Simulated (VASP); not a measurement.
These are optB88-vdW, VASP's PBE PAW potentials (set 64) (plane waves; VASP 6.6.1) values and carry that method's errors.

The input files of a VASP run:

### INCAR
```
AGGAC = 0.0
ALGO = Normal
EDIFF = 1E-7
EDIFFG = -0.01
ENCUT = 520
GGA = BO
IBRION = 2
ISIF = 4
ISMEAR = 1
LASPH = .TRUE.
LCHARG = .FALSE.
LMAXMIX = 4
LREAL = .FALSE.
LUSE_VDW = .TRUE.
LWAVE = .FALSE.
NELM = 100
NSW = 30
PARAM1 = 0.1833333333
PARAM2 = 0.22
PREC = Accurate
SIGMA = 0.1
SYSTEM = TiB2
```

File POSCAR:
```
TiB2
1
    1.5287843797    -2.6479322463     0.0000000000
    1.5287843797     2.6479322463     0.0000000000
    0.0000000000     0.0000000000     3.2724402405
Ti B
1 2
Direct
  0.0000000000   0.0000000000   0.0000000000
  0.3333330000   0.6666670000   0.5000000000
  0.6666670000   0.3333330000   0.5000000000
```

KPOINTS:
```
K-points
0
Gamma
12 12 9
0 0 0
```

POTCAR, in this order: Ti_sv B (PBE.64 set). Program: vasp_std.

Output of the run:

File OSZICAR:
```
       N       E                     dE             d eps       ncg     rms          rms(c)
DAV:   1     0.132651617336E+03    0.13265E+03   -0.93625E+03  2470   0.157E+03
DAV:   2    -0.151249280310E+02   -0.14778E+03   -0.14385E+03  2550   0.393E+02
DAV:   3    -0.246729495085E+02   -0.95480E+01   -0.94199E+01  3592   0.946E+01
DAV:   4    -0.249996512069E+02   -0.32670E+00   -0.32648E+00  3189   0.160E+01
DAV:   5    -0.250073940808E+02   -0.77429E-02   -0.77426E-02  3682   0.229E+00    0.158E+01
DAV:   6    -0.198795263463E+02    0.51279E+01   -0.28464E+01  3285   0.584E+01    0.385E+00
DAV:   7    -0.198775925182E+02    0.19338E-02   -0.21999E+00  2884   0.180E+01    0.318E+00
DAV:   8    -0.198832982129E+02   -0.57057E-02   -0.20527E-01  3509   0.423E+00    0.893E-01
DAV:   9    -0.198768300702E+02    0.64681E-02   -0.91957E-02  3230   0.413E+00    0.384E-01
DAV:  10    -0.198754242387E+02    0.14058E-02   -0.69543E-03  3123   0.110E+00    0.602E-02
DAV:  11    -0.198754360255E+02   -0.11787E-04   -0.64790E-04  3582   0.307E-01    0.428E-02
DAV:  12    -0.198754262924E+02    0.97331E-05   -0.97984E-05  3223   0.133E-01    0.104E-02
DAV:  13    -0.198754252274E+02    0.10650E-05   -0.13615E-05  3231   0.493E-02    0.291E-03
DAV:  14    -0.198754248350E+02    0.39246E-06   -0.38257E-07  2756   0.769E-03    0.816E-04
DAV:  15    -0.198754249945E+02   -0.15949E-06   -0.93059E-08  1502   0.329E-03    0.202E-04
DAV:  16    -0.198754250075E+02   -0.13034E-07   -0.25385E-08  1305   0.163E-03
   1 F= -.19875425E+02 E0= -.19875464E+02  d E =-.198754E+02
       N       E                     dE             d eps       ncg     rms          rms(c)
DAV:   1    -0.198764851863E+02   -0.10602E-02   -0.42493E-02  2650   0.333E+00    0.211E-01
DAV:   2    -0.198760103484E+02    0.47484E-03   -0.23778E-03  2498   0.505E-01    0.119E-01
DAV:   3    -0.198757876010E+02    0.22275E-03   -0.29280E-04  2920   0.228E-01    0.365E-02
DAV:   4    -0.198757634257E+02    0.24175E-04   -0.55195E-05  2947   0.937E-02    0.555E-03
DAV:   5    -0.198757619117E+02    0.15139E-05   -0.43812E-06  2700   0.256E-02    0.253E-03
DAV:   6    -0.198757617412E+02    0.17049E-06   -0.15026E-07  2028   0.501E-03    0.956E-04
DAV:   7    -0.198757617273E+02    0.13985E-07   -0.22020E-08  1415   0.210E-03
   2 F= -.19875762E+02 E0= -.19875808E+02  d E =-.336720E-03
```

**OUTCAR**
```
------------------------ aborting loop because EDIFF is reached ----------------------------------------
  FORCE on cell =-STRESS in cart. coord.  units (eV):
  Direction    XX          YY          ZZ          XY          YZ          ZX
  --------------------------------------------------------------------------------------
  Total       -1.1306739     -1.1306740     -1.1350142      0.0000000      0.0000000      0.0000000
  in kB      -68.3743386    -68.3743399    -68.6368023      0.0000000      0.0000000      0.0000000
  external PRESSURE =     -68.4618269 kB  Pullay stress =       0.0000000 kB
  volume of cell :       26.49
      direct lattice vectors                 reciprocal lattice vectors
     1.526715061 -2.644348080 -0.000000000     0.327500535 -0.189082520 -0.000000000
     1.526715061  2.644348080  0.000000000     0.327500535  0.189082520  0.000000000
     0.000000000 -0.000000000  3.281317224    -0.000000000 -0.000000000  0.304755661
 POSITION                                       TOTAL-FORCE (eV/Angst)
 -----------------------------------------------------------------------------------
      1.52672      2.64435      3.28132        -0.000000     -0.000000      0.000000
      1.52672      0.88145      1.64066        -0.000000      0.000000     -0.000000
      1.52672     -0.88145      1.64066         0.000000     -0.000000      0.000000
 -----------------------------------------------------------------------------------
    total drift:                                0.000000      0.000000      0.000000
  FREE ENERGIE OF THE ION-ELECTRON SYSTEM (eV)
  ---------------------------------------------------
  free  energy   TOTEN  =       -19.8757617273 eV

  energy  without entropy=      -19.8759003427  energy(sigma->0) =      -19.87580793

 reached required accuracy - stopping structural energy minimisation
```
(Selected blocks of OUTCAR.)

**CONTCAR**
```
TiB2
   1.00000000000000
     1.5267150609914644   -2.6443480800533785   -0.0000000000000000
     1.5267150609914644    2.6443480800533785    0.0000000000000000
     0.0000000000000000   -0.0000000000000000    3.2813172237892179
  Ti              B
     1     2
Direct
     0.0000000000000000    1.0000000000000000    1.0000000000000000
     0.3333330000000032    0.6666669999999968    0.5000000000000000
     0.6666669999999968    0.3333330000000032    0.5000000000000000
```

File OUTCAR:
```
 val. band max:        9.4612200955   @ k =   0.0000   0.0000   0.4444

 cond. band min:       9.5742794006   @ k =   0.0833  -0.0000   0.3333


 Fermi energy:         9.5689872357

 k-point     1 :       0.0000    0.0000    0.0000
  band No.  band energies     occupation
      1     -47.4327      2.00000
      2     -23.8897      2.00000
      3     -23.5855      2.00000
      4     -23.5855      2.00000
      5      -3.6674      2.00000
      6       7.0485      2.00000
      7       7.0486      2.00000
      8       7.1838      2.00000
      9       7.5556      2.00000
     10      11.2717     -0.00000
     11      11.2717     -0.00000
     12      12.8926      0.00000
     13      12.8927      0.00000

 k-point     2 :       0.0833   -0.0000    0.0000
  band No.  band energies     occupation
      1     -47.4294      2.00000
      2     -23.8856      2.00000
      3     -23.6104      2.00000
      4     -23.5911      2.00000
      5      -3.5379      2.00000
      6       6.6718      2.00000
      7       7.0222      2.00000
      8       7.0871      2.00000
      9       7.6241      2.00000
     10      11.2348     -0.00000
     11      11.4898     -0.00000
     12      12.4486      0.00000
     13      12.5304      0.00000

 k-point     3 :       0.1667    0.0000    0.0000
  band No.  band energies     occupation
      1     -47.4205      2.00000
      2     -23.8744      2.00000
      3     -23.6779      2.00000
      4     -23.6066      2.00000
      5      -3.1562      2.00000
      6       5.7018      2.00000
      7       6.8697      2.00000
      8       6.9300      2.00000
      9       7.7786      2.00000
     10      11.1358     -0.00000
     11      11.7721      0.00000
     12      12.0287      0.00000
     13      12.0542      0.00000

 k-point     4 :       0.2500    0.0000    0.0000
  band No.  band energies     occupation
      1     -47.4083      2.00000
      2     -23.8590      2.00000
      3     -23.7690      2.00000
...
```

The compound is TiB2 in the AlB2 type structure. This cell is one point of a volume scan, at 1.03 of the reference volume. Symmetry was kept, so distortions that lower it aren't found.
